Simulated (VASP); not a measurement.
Consider the following.

```
In
1.0
   -2.88381     2.88381     1.57344
    2.88381    -2.88381     1.57344
    2.88381     2.88381    -1.57344
In
2
Direct
  0.75000   0.25000   0.50000
  0.00000   0.00000   0.00000
```

These are PBE GGA, VASP's PBE PAW potentials (set 64) (plane waves; VASP) values and carry that method's errors. Numerical set-up: 300 eV cut-off, 9×9×9 Γ-centred mesh, Fermi-Dirac smearing of 0.14 eV, potentials In_d.

Q: Give the energies of bands 11 to 16 at the high-symmetry points, in eV from the Fermi level.

A: 
```csv
band,Γ,X,M,Z,P,N
11,-9.54,-7.10,-5.15,-3.86,-3.54,-4.55
12,-0.49,-7.10,-5.15,-3.21,-3.54,-3.71
13,-0.33,2.58,-3.62,-1.61,-2.15,0.02
14,-0.33,2.58,-3.62,-1.48,-2.15,0.24
15,4.20,3.75,7.14,-1.48,5.91,0.60
16,8.56,3.75,7.14,6.05,5.91,3.71
```

It has no gap at this level: it comes out as a metal or semimetal.

The structure was generated: In was put into an ordered model structure, which need not be its known phase. The cell was not relaxed at this level.
